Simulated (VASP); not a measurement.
An input for Ansatz (written as the equivalent of a VASP run, and not itself run):

Ansatz 0.2 input:
```yaml
crystal:
  lattice:
    - [3.5124197, 0.0000000, 0.0000000]
    - [0.0000000, 3.5124197, 0.0000000]
    - [0.0000000, 0.0000000, 3.5124197]
  atoms:
    - { symbol: Fe, position: [0.0000000, 0.0000000, 0.0000000], spin: 2.7 }
    - { symbol: Ni, position: [0.0000000, 0.5000000, 0.5000000], spin: 0.6 }
    - { symbol: Ni, position: [0.5000000, 0.0000000, 0.5000000], spin: 0.6 }
    - { symbol: Ni, position: [0.5000000, 0.5000000, 0.0000000], spin: 0.6 }
kpoints:
  mp_grid: { grid: [9, 9, 9] }
hamiltonian:
  xc: lda
  pseudopotentials: { kind: paw }
magnetization: { spin_polarized: true }
scf:
  occupations: { method: methfessel_paxton, width: 0.1 }
  max_iter: 100
output: { forces: true, stress: true, eigenvalues: true }
```

**Question.** Translate this input to VASP (INCAR, KPOINTS, POSCAR, choice of POTCAR).

**Answer.** One answer among several that fit: 
**INCAR**
```
SYSTEM = Ni3Fe
PREC = Accurate; ENCUT = 520; LREAL = F
LASPH = T
EDIFF = 1E-7; NELM = 100; ALGO = Normal
LMAXMIX = 4
ISMEAR = 1; SIGMA = 0.1
MAGMOM = 2.7 3*0.6
ISPIN = 2
ISIF = 2
LWAVE = F; LCHARG = F; LORBIT = 10
```

### POSCAR
```
Ni3Fe
7.0248390
  0.5000000295   0.0000000000   0.0000000000
  0.0000000000   0.5000000295   0.0000000000
  0.0000000000   0.0000000000   0.5000000295
Fe Ni
1 3
Cartesian
  0.0000000000   0.0000000000   0.0000000000
  0.0000000000   0.2500000148   0.2500000148
  0.2500000148   0.0000000000   0.2500000148
  0.2500000148   0.2500000148   0.0000000000
```

### KPOINTS
```
Regular mesh
0
Gamma
  9 9 9
0 0 0
```

POTCAR, in this order: Fe Ni (LDA.64 set). Program: vasp_std.

What does not carry over: each code has its own PAW files, so the cut-off isn't converted (ENCUT is set for VASP's; basis.ecutwfc is left out, and Ansatz then takes the one that its files recommend); Ansatz stops its SCF on the density residual and VASP on the energy change (EDIFF); Ansatz's lda is the Perdew-Wang form, while the LDA potentials of VASP carry Perdew-Zunger's.

The compound is Ni3Fe in the L1_2 structure. This cell is one point of a volume scan, at 1.06 of the reference volume.
